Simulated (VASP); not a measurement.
# Sc2Ta (I4/mmm) in VASP: relaxation of cell and atoms with PBE

Aim: the relaxation of cell and atoms of Sc2Ta with PBE.

Program: VASP 6.6.1. These are calculated values, not measurements. Logs are shortened: lines on timing, memory, paths and dates and some standing lists are left out, and cuts for length are marked.

**1. The structure**

The structure is tetragonal, space group I4/mmm (No. 139). The conventional cell has a = 3.450 Å, b = 3.450 Å, c = 10.350 Å, α = 90.00°, β = 90.00°, γ = 90.00°. Sc (site symmetry 4mm) has 4 Sc at 2.99 Å and 4 Ta at 2.99 Å as nearest neighbours. Ta (site symmetry 4/mmm) has 8 Sc at 2.99 Å as nearest neighbours.

The cell was built by a generator and needn't be a form met in nature.

**2. Relaxation of cell and atoms, PBE**

File INCAR:

```
PREC = Normal ; ENCUT = 520
EDIFF = 1E-4 ; ISMEAR = 0
SIGMA = 0.15 ; LREAL = F
LASPH = T ; NELM = 60
ALGO = Fast ; ISIF = 3
LWAVE = F ; LCHARG = F
GGA = PE ; IBRION = 2
NSW = 24 ; EDIFFG = -0.08
```

File KPOINTS:

```
Automatic mesh
0
Gamma
  8 8 8
```

File POSCAR:

```
Sc2Ta
1.0
   -1.7250000000      1.7250000000      5.1750000000
    1.7250000000     -1.7250000000      5.1750000000
    1.7250000000      1.7250000000     -5.1750000000
Sc Ta
2 1
Direct
    0.3333330000      0.3333330000      0.0000000000
    0.6666670000      0.6666670000      0.0000000000
    0.0000000000      0.0000000000      0.0000000000
```

Potentials or basis: VASP PAW PBE potentials, release 64 (Sc_sv, Ta_pv).

On the command line:

```sh
$ cat potpaw_PBE.64/Sc_sv/POTCAR potpaw_PBE.64/Ta_pv/POTCAR > POTCAR
$ mpirun -np 1 vasp_std > vasp.out
```

OUTCAR:

```text
PREC = Normal
   ENCUT = 520
   EDIFF = 1E-4
   ISMEAR = 0
   LREAL = F
   LASPH = T
   NELM = 60
   ISIF = 3
   GGA = PE
   IBRION = 2
   NSW = 24
   EDIFFG = -0.08

 ion  position               nearest neighbor table
   1  0.333  0.333  0.000-   2 2.99   2 2.99   2 2.99   2 2.99   3 2.99   3 2.99   3 2.99   3 2.99
                             3 3.45
   2  0.667  0.667  0.000-   1 2.99   1 2.99   1 2.99   1 2.99   3 2.99   3 2.99   3 2.99   3 2.99
                             3 3.45
   3  0.000  0.000  0.000-   2 2.99   2 2.99   2 2.99   1 2.99   2 2.99   1 2.99   1 2.99   1 2.99
                             1 3.45   2 3.45

  LATTYP: Found a body centered tetragonal cell.
 ALAT       =     3.4500000000
 C/A-ratio  =     3.0000000000

  Lattice vectors:

 A1 = (  -1.7250000000,   1.7250000000,   5.1750000000)
 A2 = (   1.7250000000,  -1.7250000000,   5.1750000000)
 A3 = (   1.7250000000,   1.7250000000,  -5.1750000000)

Analysis of symmetry for initial positions (statically):
=====================================================================
 Subroutine PRICEL returns:
 Original cell was already a primitive cell.

 Routine SETGRP: Setting up the symmetry group for a
 body centered tetragonal supercell.

 Subroutine GETGRP returns: Found 16 space group operations
 (whereof 16 operations were pure point group operations)
 out of a pool of 16 trial point group operations.

The static configuration has the point symmetry D_4h.

Analysis of symmetry for dynamics (positions and initial velocities):
=====================================================================
 Subroutine PRICEL returns:
 Original cell was already a primitive cell.

 Routine SETGRP: Setting up the symmetry group for a
 body centered tetragonal supercell.

 Subroutine GETGRP returns: Found 16 space group operations
 (whereof 16 operations were pure point group operations)
 out of a pool of 16 trial point group operations.

The dynamic configuration has the point symmetry D_4h.

 Subroutine INISYM returns: Found 16 space group operations
 (whereof 16 operations are pure point group operations),
 and found     1 'primitive' translations

----------------------------------------------------------------------------------------

                                     Primitive cell

  volume of cell :      61.5954

  direct lattice vectors                    reciprocal lattice vectors
    -1.725000000  1.725000000  5.175000000     0.000000000  0.289855072  0.096618357
     1.725000000 -1.725000000  5.175000000     0.289855072  0.000000000  0.096618357
     1.725000000  1.725000000 -5.175000000     0.289855072  0.289855072  0.000000000

  length of vectors
     5.721177763  5.721177763  5.721177763     0.305534073  0.305534073  0.409916975

  position of ions in fractional coordinates (direct lattice)
     0.333333000  0.333333000  0.000000000
     0.666667000  0.666667000  0.000000000
     0.000000000  0.000000000  0.000000000

  ion indices of the primitive-cell ions
   primitive index   ion index
                 1           1
                 2           2
                 3           3

----------------------------------------------------------------------------------------

 KPOINTS: Automatic mesh

Automatic generation of k-mesh.
 Grid dimensions read from file:
 generate k-points for:    8    8    8

 Generating k-lattice:

  Cartesian coordinates                     Fractional coordinates (reciprocal lattice)
     0.000000000  0.036231884  0.012077295     0.125000000  0.000000000 -0.000000000
     0.036231884  0.000000000  0.012077295     0.000000000  0.125000000 -0.000000000
     0.036231884  0.036231884  0.000000000     0.000000000  0.000000000  0.125000000

  Length of vectors
     0.038191759  0.038191759  0.051239622

  Shift w.r.t. Gamma in fractional coordinates (k-lattice)
     0.000000000  0.000000000  0.000000000

 Subroutine IBZKPT returns following result:
 ===========================================

 Found     59 irreducible k-points:

 Following reciprocal coordinates:
            Coordinates               Weight
  0.000000  0.000000  0.000000      1.000000
  0.125000  0.000000 -0.000000      8.000000
  0.250000  0.000000 -0.000000      8.000000
  0.375000  0.000000 -0.000000      8.000000
  0.500000  0.000000 -0.000000      4.000000
  0.125000  0.125000 -0.000000      8.000000
[... 16 lines left out ...]
  0.250000  0.125000  0.125000     16.000000
  0.375000  0.125000  0.125000      8.000000
 [... further k-points ...]
   k-points           NKPTS =     59   k-points in BZ     NKDIM =     59   number of bands    NBANDS=     20
   number of dos      NEDOS =    301   number of ions     NIONS =      3
   total plane-waves  NPLWV =  32768
   dimension x,y,z NGX =    32 NGY =   32 NGZ =   32
   dimension x,y,z NGXF=    64 NGYF=   64 NGZF=   64
   ions per type =               2   1
   NGX,Y,Z   is equivalent  to a cutoff of   9.30,  9.30,  9.30 a.u.
   NGXF,Y,Z  is equivalent  to a cutoff of  18.60, 18.60, 18.60 a.u.
 SYSTEM =  unknown system
   PREC   = normal    normal or accurate (medium, high low for compatibility)
   ISTART =      0    job   : 0-new  1-cont  2-samecut
   ICHARG =      2    charge: 1-file 2-atom 10-const
   ISPIN  =      1    spin polarized calculation?
   LNONCOLLINEAR =      F non collinear calculations
   LSORBIT =      F    spin-orbit coupling
   LASPH  =      T    aspherical Exc in radial PAW
   ENCUT  =  520.0 eV  38.22 Ry    6.18 a.u.  10.64 10.64 10.64*2*pi/ulx,y,z
   NELM   =     60;   NELMIN=  2; NELMDL= -5     # of ELM steps
   EDIFF  = 0.1E-03   stopping-criterion for ELM
   LREAL  =      F    real-space projection
   EDIFFG = -.8E-01   stopping-criterion for IOM
   NSW    =     24    number of steps for IOM
   IBRION =      2    ionic relax: 0-MD 1-quasi-New 2-CG
   NFREE  =      1    steps in history (QN), initial steepest desc. (CG)
   ISIF   =      3    stress and relaxation
   ISYM   =      2    0-nonsym 1-usesym 2-fastsym
   POTIM  = 0.5000    time-step for ionic-motion
   TEBEG  =    0.0;   TEEND  =   0.0 temperature during run
   PSTRESS=    0.0 pullay stress
   NELECT =      33.0000    total number of electrons
   NUPDOWN=      -1.0000    fix difference up-down
   EMIN   =  10.00;   EMAX   =-10.00  energy-range for DOS
   EFERMI =   0.00;   METHOD = LEGACY
   ISMEAR =     0;   SIGMA  =   0.15  broadening in eV -4-tet -1-fermi 0-gaus
   EFERMI_NEDOS =   21; number of points for ismear=-14 and -15
   IALGO  =     68    algorithm
   IMIX   =      4    mixing-type and parameters
     AMIX     =   0.40;   BMIX     =  1.00
     AMIX_MAG =   1.60;   BMIX_MAG =  1.00
  volume/ion in A,a.u.               =      20.53       138.56
  Fermi-wavevector in a.u.,A,eV,Ry     =   1.329627  2.512631 24.053863  1.767909
  Thomas-Fermi vector in A             =   2.458775
   LORBIT       =      0    0 simple, 1 ext, 2 COOP (PROOUT), +10 PAW based schemes
   GGA     = PE    functional components
   LHFCALC =     F    Hartree Fock is set to
   AEXX    =    0.0000 exact exchange contribution
   IVDW    =     0    specifies the selected vdW correction
   LEPSILON=     F    determine dielectric tensor
   LRPA    =     F    only Hartree local field effects (RPA)
 conjugate gradient relaxation of ions
 non-spin polarized calculation
 RMM-DIIS sequential band-by-band and
 Gauss-broadening in eV      SIGMA  =   0.15
  energy-cutoff  :      520.00
  volume of cell :       61.60
 maximum number of plane-waves:      1696
   NGX = 21   NGY = 21   NGZ = 21

--------------------------------------- Ionic step        1  -------------------------------------------

 number of electron      32.9999995 magnetization

 Free energy of the ion-electron system (eV)
  ---------------------------------------------------
  ext. energy  EPLUGINS =         0.00000000
  ---------------------------------------------------
  free energy    TOTEN  =       -23.25796791 eV

  energy without entropy =      -23.20085613  energy(sigma->0) =      -23.22941202

------------------------ aborting loop because EDIFF is reached ----------------------------------------

  FORCE on cell =-STRESS in cart. coord.  units (eV):
  Direction    XX          YY          ZZ          XY          YZ          ZX
  --------------------------------------------------------------------------------------
  -------------------------------------------------------------------------------------
  Total        1.7380299      1.7380299      0.6454308      0.0000000      0.0000000     -0.0000000
  in kB       45.2084149     45.2084149     16.7884936      0.0000000      0.0000000     -0.0000000
  external PRESSURE =      35.7351078 kB  Pullay stress =       0.0000000 kB
[... 133 lines left out ...]
  energy  without entropy=      -23.3953183571  energy(sigma->0) =      -23.42551999

--------------------------------------- Ionic step        5  -------------------------------------------

 number of electron      32.9999995 magnetization

 Free energy of the ion-electron system (eV)
  ---------------------------------------------------
  ext. energy  EPLUGINS =         0.00000000
  ---------------------------------------------------
  free energy    TOTEN  =       -23.45767780 eV

  energy without entropy =      -23.39740943  energy(sigma->0) =      -23.42754362

 E-fermi :   4.3644     XC(G=0): -10.8161

 val. band max:        4.3516585637   @ k =  -0.3750   0.3750   0.1250
 cond. band min:       4.3995977546   @ k =   0.5000   0.3750  -0.0000
 fundamental gap:      0.0479391909
 Fermi energy:         4.3643561204

 k-point     1 :       0.0000    0.0000    0.0000
  band No.  band energies     occupation
      1     -44.6307      2.00000
      2     -44.5630      2.00000
      3     -29.6670      2.00000
      4     -29.5952      2.00000
      5     -29.5952      2.00000
      6     -23.4354      2.00000
[... 12 lines left out ...]
     19       5.6937      0.00000
[... 513 lines left out ...]
      4     -29.6572      2.00000
      5     -29.6322      2.00000
      6     -23.3972      2.00000
[... 12 lines left out ...]
     19       4.9641      0.00000
     20       5.1407      0.00000

 [... further k-points ...]
[... 5 lines left out ...]
  --------------------------------------------------------------------------------------
  -------------------------------------------------------------------------------------
  Total        0.0751717      0.0751717     -0.0065661      0.0000000      0.0000000      0.0000000
  in kB        1.8535498      1.8535498     -0.1619047      0.0000000      0.0000000      0.0000000
  external PRESSURE =       1.1817316 kB  Pullay stress =       0.0000000 kB
[... 18 lines left out ...]
  FREE ENERGIE OF THE ION-ELECTRON SYSTEM (eV)
  ---------------------------------------------------
  free  energy   TOTEN  =       -23.4576778034 eV

  energy  without entropy=      -23.3974094309  energy(sigma->0) =      -23.42754362

 reached required accuracy - stopping structural energy minimisation
```

It took 1.7 min on 1 thread of Intel Xeon Platinum 8488C (Sapphire Rapids), shared host; peak memory 0.23 GiB.

Results:

```yaml
Free_energy: -23.4577 eV
Relaxed_volume: 21.66 Å³/atom
Relaxed_cell: a = 5.709 Å, b = 5.709 Å, c = 5.709 Å, α = 143.65°, β = 143.65°, γ = 52.35°
Space_group_after_relaxing_to_0.05_Å: I4/mmm (No. 139)
Energy_gained_by_relaxing: 66.6 meV/atom
Ionic_steps: 5
Pressure_after_relaxing: 0.1 GPa
Largest_force_after_relaxing: 0.034 eV/Å
Band_gap_on_the_k_mesh: none (metal or under the smearing width)
```

Forces in eV/Å, atoms in the order of the input:
```
Sc   0.000  0.000  0.034
Sc   0.000  0.000 -0.034
Ta   0.000  0.000  0.000
```

Step by step:
```tsv
step	energy change (eV)	largest force (eV/Å)	pressure (GPa)	volume (Å³)
1	0.0000	1.0678	3.57	61.60
2	-0.1248	0.7515	-1.73	65.76
3	-0.1294	0.6588	-2.68	66.69
4	-0.1978	0.1354	-0.26	65.21
5	-0.1997	0.0337	0.12	64.98
```

Final structure:
```yaml
crystal:
  lattice:
    - [-1.78058, 1.78058, 5.12364]
    - [1.78058, -1.78058, 5.12364]
    - [1.78058, 1.78058, -5.12364]
  atoms:
    - { symbol: Sc, position: [0.34597, 0.34597, 0.00000] }
    - { symbol: Sc, position: [0.65403, 0.65403, 0.00000] }
    - { symbol: Ta, position: [0.00000, 0.00000, 0.00000] }
```

Levels at points of the mesh, in eV from the Fermi level:
| k point | band 13 | band 14 | band 15 | band 16 | band 17 | band 18 | band 19 | band 20 |
| --- | --- | --- | --- | --- | --- | --- | --- | --- |
| (0.00, 0.00, 0.00) | -1.88 | -1.70 | -1.12 | -0.06 | 0.98 | 1.33 | 1.33 | 2.36 |
| (0.50, 0.00, 0.00) | -2.41 | -2.14 | -0.62 | -0.40 | 0.22 | 0.68 | 0.95 | 1.49 |
| (0.50, 0.50, 0.00) | -1.48 | -0.67 | -0.64 | -0.47 | -0.12 | 0.08 | 0.45 | 0.75 |
| (0.50, 0.50, 0.50) | -3.68 | -2.18 | -1.85 | 1.05 | 1.05 | 1.32 | 1.54 | 1.54 |

Caveat: the relaxation stopped at a loose force limit of 0.08 eV/Å, so its end isn't a converged minimum. Spin-orbit coupling is left out, which matters for the levels of Ta.
